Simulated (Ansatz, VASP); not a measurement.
# PdI in VASP and in Ansatz

```
Pd I
1.0
     0.00000    2.78677    2.78677
     2.78677    0.00000    2.78677
     2.78677    2.78677    0.00000
Pd I
1 1
Direct
  0.00000 0.00000 0.00000
  0.50000 0.50000 0.50000
```

Alike in both runs: functional LDA; k mesh 13 × 13 × 13; occupations fermi-dirac, width 0.1 eV; no spin polarisation.

Ansatz relaxed the structure, and its values are those at the end. VASP's run is a single point on that final structure, the one shown.

|  | VASP | Ansatz |
| --- | --- | --- |
| version | VASP 6.6.1 | Ansatz 0.2.0 |
| potentials or method | VASP PAW LDA potentials, release 64 (Pd, I) | PAW with Ansatz's default frozen-core files, scalar-relativistic |
| plane-wave cutoff (eV) | 520 | 420 |
| valence electrons in the cell | 17 | 35 |

```tsv
	VASP	Ansatz	Ansatz less VASP
pressure (GPa)	0.1	0.0	-0.08
```

The two sets of potentials don't hold the same shells in valence.

Caveats: an odd number of electrons without spin polarisation forces a metal; a magnetic or distorted state may lie lower. The runs have no spin-orbit coupling, so splittings on I are missing.
